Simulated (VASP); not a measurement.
VASP input:

**INCAR**
```
SYSTEM  =  SrTe
PREC  =  Accurate; ENCUT  =  400; LREAL  =  F
LASPH  =  T
EDIFF  =  1E-6; NELM  =  100; ALGO  =  Normal
LMAXMIX  =  4
ISMEAR  =  0; SIGMA  =  0.05
GGA  =  91
ISIF  =  2
LWAVE  =  F; LCHARG  =  F
```

### KPOINTS
```
kpoints
0
G
 6 6 6
```

### POSCAR
```
SrTe
1
    0.0000000000     3.3969350000     3.2783300000
    3.3882300000     0.0000000000     3.2783300000
    3.3882300000     3.3969350000     0.0000000000
Sr Te
1 1
Direct
  0.0000000000   0.0000000000   0.0000000000
  0.4960210000   0.5039790000   0.5039790000
```

POTCAR, in this order: Sr_sv Te (PBE.64 set). Program: vasp_std.

### Question
Translate this PW91 calculation to Quantum ESPRESSO's pw.x.

### Answer
One equivalent input (not run):
```
&CONTROL
  calculation = 'scf'
  pseudo_dir = './pseudo'
  outdir = './out'
  tprnfor = .true.
  tstress = .true.
/
&SYSTEM
  ibrav = 0
  nat = 2
  ntyp = 2
  ecutwfc = 82.3
  occupations = 'smearing'
  smearing = 'gaussian'
  degauss = 0.003675
  input_dft = 'pw91'
/
&ELECTRONS
  conv_thr = 7.3e-08
  electron_maxstep = 100
/
ATOMIC_SPECIES
  Sr 87.620 Sr.upf
  Te 127.600 Te.upf
CELL_PARAMETERS angstrom
     0.0000000    3.3969350    3.2783300
     3.3882300    0.0000000    3.2783300
     3.3882300    3.3969350    0.0000000
ATOMIC_POSITIONS crystal
  Sr   0.0000000  0.0000000  0.0000000
  Te   0.4960210  0.5039790  0.5039790
K_POINTS automatic
  6 6 6 0 0 0
```
Limits of the translation: the potentials are each code's own (VASP's PAW set, PseudoDojo norm-conserving files in pw.x), so ENCUT and ecutwfc are chosen apart and not converted; conv_thr bounds pw.x's estimated SCF error, while EDIFF bounds the energy change between steps.

The compound is SrTe in the rock salt structure. The cell was not relaxed at this level, atoms are displaced from their ideal sites. The run is one of a series of settings (GGA = 91 against the base run), some of them coarse on purpose.
